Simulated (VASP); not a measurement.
Data:

```xyz
3
Lattice="0.0000 2.5592 2.5592 2.5592 0.0000 2.5592 2.5592 2.5592 0.0000" Properties=species:S:1:pos:R:3 pbc="T T T"
Zr     0.0000     0.0000     0.0000
O      1.2796     1.2796     1.2796
O      3.8388     3.8388     3.8388
```

Level of theory: PBE GGA, VASP's PBE PAW potentials (set 64) (plane waves; VASP 6.6.1). Run with 600 eV cut-off, 8×8×8 Γ-centred mesh, Gaussian smearing of 0.050 eV, potentials Zr_sv O.

### Question
What does the run give for the energy per atom (σ→0), band gap (on the k-mesh) with the smallest direct gap where there is one?

### Answer

```
Property                                      Value
-----------------------------------  --------------
band gap (on the k-mesh)                    3.31 eV
smallest direct gap (on the k-mesh)         3.74 eV
energy per atom (σ→0)                -9.524 eV/atom
```

The compound is ZrO2 in the fluorite structure, the high-temperature cubic form, which is unstable at 0 K; the monoclinic form is the stable one. It was relaxed first.
